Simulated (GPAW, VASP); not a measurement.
Given: the input of a run of GPAW 26.7.0 (ASE script) on KPt. The cell comes from a database or a generator and needn't be the stable form of this composition.

run.py

```python
from ase import Atoms
from ase.dft.bandgap import bandgap
from ase.io import write
from ase.units import GPa
from gpaw import GPAW, PW

atoms = Atoms(['Pt', 'K'],
              cell=[[3.0008472788, 0.0, 0.0],
                    [-1.5004236394, 2.5988099763, 0.0],
                    [0.0, 0.0, 5.345578]],
              scaled_positions=[[0.6666666667, 0.3333333333, 0.0],
                                [0.0, 0.0, 0.5]],
              pbc=True)

calc = GPAW(mode=PW(600),
            xc='RPBE',
            kpts={'size': (10, 10, 5), 'gamma': True},
            occupations={'name': 'methfessel-paxton', 'order': 0, 'width': 0.02},
            nbands=24,
            convergence={'density': 1e-05, 'energy': 1e-05},
            maxiter=150,
            txt='gpaw.txt')
atoms.calc = calc
energy = atoms.get_potential_energy()
forces = atoms.get_forces()
stress = atoms.get_stress()
calc.write('gs.gpw')
write('result.traj', atoms)
print(f'Energy: {energy:.6f} eV')
print('Forces (eV/A):')
print(forces.round(4))
print('Stress (GPa):', (stress / GPa).round(3))
print('Fermi level:', round(calc.get_fermi_level(), 4), 'eV')
print(f'Gap: {bandgap(calc)[0]:.4f} eV, direct: {bandgap(calc, direct=True)[0]:.4f} eV')
```

Potentials or basis: the program's PAW data sets (release 1.2.1) made for this functional, pw.

The run is started by

```sh
$ OMP_NUM_THREADS=1 python run.py
```

Problem. Translate it to VASP 6.6.1. Potentials or basis there: PBE PAW files K_sv, Pt, 520 eV.

Solution. As run (cutoffs and basis follow the program's own potentials, and thresholds, step limits or extra output files can differ):

The input INCAR:

```
ALGO     = Fast           # electronic algorithm
EDIFF    = 1E-7           # SCF threshold, eV
ENCUT    = 520            # plane-wave cutoff, eV
GGA      = RP             # functional
ISIF     = 2              # what is computed and relaxed
ISMEAR   = 0              # smearing method
LASPH    = True           # aspherical terms in the spheres
LCHARG   = False          # write CHGCAR
LREAL    = False          # projectors in reciprocal space
LWAVE    = False          # write WAVECAR
NBANDS   = 16             # bands
NELM     = 60             # most SCF steps
PREC     = Accurate       # precision mode
SIGMA    = 0.02           # smearing width, eV
```

Contents of KPOINTS:

```
k-points
0
Gamma
  10 10 5
```

File POSCAR:

```
KPt
1.0
    3.0008472788      0.0000000000      0.0000000000
   -1.5004236394      2.5988099763      0.0000000000
    0.0000000000      0.0000000000      5.3455780000
Pt K
1 1
Direct
    0.6666666667      0.3333333333      0.0000000000
    0.0000000000      0.0000000000      0.5000000000
```

Potentials or basis: VASP PAW PBE potentials, release 64 (Pt, K_sv).

The run is started by

```sh
$ cat potpaw_PBE.64/Pt/POTCAR potpaw_PBE.64/K_sv/POTCAR > POTCAR
$ mpirun -np 1 vasp_std > vasp.out
```

Both were run:

|  | GPAW | VASP |
| --- | --- | --- |
| Pressure | 3.4 GPa | 3.4 GPa |

The potentials hold 25 and 19 valence electrons a cell.

VASP's potentials were made for PBE.

Pressure is positive in compression.
